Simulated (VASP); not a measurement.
Here is the system:

```
CELL_PARAMETERS angstrom
      0.00000     2.31896     2.31896
      2.31896     0.00000     2.31896
      2.31896     2.31896     0.00000
ATOMIC_POSITIONS crystal
  Sc 0.00000 0.00000 0.00000
  C  0.50000 0.50000 0.50000
```

Method: PBEsol GGA, VASP's PBE PAW potentials (set 64) (plane waves; VASP). Settings: 520 eV cut-off, 12×12×12 Γ-centred mesh, first-order Methfessel-Paxton smearing of 0.10 eV, potentials Sc_sv C.

Q: Predict the energy per atom (σ→0), band gap (on the k-mesh) with the smallest direct gap where there is one.

A: 
```
Item                                                        Result
------------------------  ----------------------------------------
band gap (on the k-mesh)  none (metal, semimetal or under 0.01 eV)
energy per atom (σ→0)                               -8.309 eV/atom
```

The structure was generated: ScC was put into the rock salt type (Fm-3m), which need not be its known phase. It was relaxed first, which changed the volume by -34 %. The start is the result of an earlier pass. The electron count is odd and the run is not spin-polarised, which forces a metal.
